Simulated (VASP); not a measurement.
Given:

```
KTaO3
1.0
    3.96775     0.00000     0.00000
    0.00000     3.96775     0.00000
    0.00000     0.00000     3.96775
K Ta O
1 1 3
Cartesian
  0.00000   0.00000   0.00000
  1.98387   1.98387   1.98387
  1.98387   0.00000   1.98387
  0.00000   1.98387   1.98387
  1.98387   1.98387   0.00000
```

Computed with PBE GGA with D3 dispersion (Becke-Johnson damping), VASP's PBE PAW potentials (set 64) (plane waves; VASP). Run with 520 eV cut-off, 6×6×6 Γ-centred mesh, Gaussian smearing of 0.050 eV, potentials K_sv Ta_pv O.

Question: Give the stress tensor in GPa (positive for a compressed cell).

Answer: 
```
6.36  0.00  0.00
0.00  6.36  0.00
0.00  0.00  6.36
```
The pressure is its mean diagonal, 6.36 GPa.

The compound is KTaO3 in the cubic perovskite structure. This cell is one point of a volume scan, at 0.97 of the reference volume.
